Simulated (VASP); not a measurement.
```
AlRu
1.0
    2.97354     0.00000     0.00000
    0.00000     2.97354     0.00000
    0.00000     0.00000     2.97354
Al Ru
1 1
Direct
  0.50000   0.50000   0.50000
  0.00000   0.00000   0.00000
```

All values below come from AM05 GGA, VASP's PBE PAW potentials (set 64) (plane waves; VASP 6.6.1). Run with 520 eV cut-off, 12×12×12 Γ-centred mesh, first-order Methfessel-Paxton smearing of 0.10 eV, potentials Al Ru_pv.

Question: Predict the energy per atom (σ→0), band gap (on the k-mesh) with the smallest direct gap where there is one.

Answer: 
```
Property                                                     Value
------------------------  ----------------------------------------
band gap (on the k-mesh)  none (metal, semimetal or under 0.01 eV)
energy per atom (σ→0)                               -7.587 eV/atom
```

Only differences to runs with the same potentials and settings are physical.

The compound is RuAl in the CsCl type structure. It was relaxed first. The electron count is odd and the run is not spin-polarised, which forces a metal.
